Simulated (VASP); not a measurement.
**HPbNO4 under changes of volume**

One of the cells (15.902 Å³/atom); the others are scaled copies at fixed shape and fractional positions:

```
H Pb N O
1.0
     4.30362   -0.00040    0.00640
    -2.09779    5.24224   -0.04939
    -2.13784   -1.87810    4.94746
H Pb N O
1 1 1 4
Direct
  0.99073 0.03330 0.90994
  0.50274 0.81989 0.14287
  0.00838 0.47408 0.50265
  0.99816 0.92741 0.02877
  0.19467 0.73435 0.60852
  0.81673 0.35882 0.24556
  0.01381 0.33121 0.65217
```

The cell was built by a generator and needn't be a form met in nature.

```yaml
Program: VASP 6.6.1
Functional: PBE
Potentials_or_basis: VASP PAW PBE potentials, release 64 (H, Pb_d, N, O)
Cutoff: 520 eV
k_mesh: 8 × 6 × 6
Occupations: fermi-dirac, width 0.05 eV
Spin: no spin polarisation
```

| volume (Å³/atom) | energy over the lowest point (meV/atom) | pressure (GPa) | gap on the mesh (eV) | largest force (eV/Å) |
| --- | --- | --- | --- | --- |
| 14.654 | 22.01 | 6.8 | 2.87 | 2.260 |
| 14.966 | ? | ? | ? | ? |
| 15.278 | 3.38 | 2.4 | 2.82 | 0.962 |
| 15.902 | 0.00 | -1.1 | 2.76 | 0.187 |
| 16.213 | 3.10 | -2.6 | 2.73 | 0.636 |
| 16.525 | 8.98 | -3.9 | 2.70 | 1.090 |

**Question.** What does the run at 14.966 Å³/atom give?

**Answer.** Energy over the lowest point 10.58 meV/atom; pressure 4.5 GPa; gap on the mesh 2.84 eV; largest force 1.585 eV/Å.

Worked out: A Birch-Murnaghan fit of order 3 (a polynomial in V^(-2/3)) to the other rows has its minimum at 15.74 Å³/atom with B0 = V·E''(V) = 84 GPa and B' = 4.3 at fixed shape and positions, which overstates the stiffness. It gives 10.58 meV/atom at 14.966 Å³/atom, against the run's 10.58, and -dE/dV = 4.7 GPa, against 4.5. A straight line through the other rows of the gap, of slope -1.42 eV per unit of ln V, gives 2.84 eV, against the run's 2.84.

Energies are extrapolated to zero smearing.

Caveats: spin-orbit coupling is left out, which as a rule narrows the gap of such compounds by several tenths of an eV; the standard files for N, O and F lose accuracy on very short bonds (some runs); forces of over 1 eV/Å show positions far from the minimum, so gaps and moduli don't describe the material at rest (some runs).

A mesh can miss the band edges.
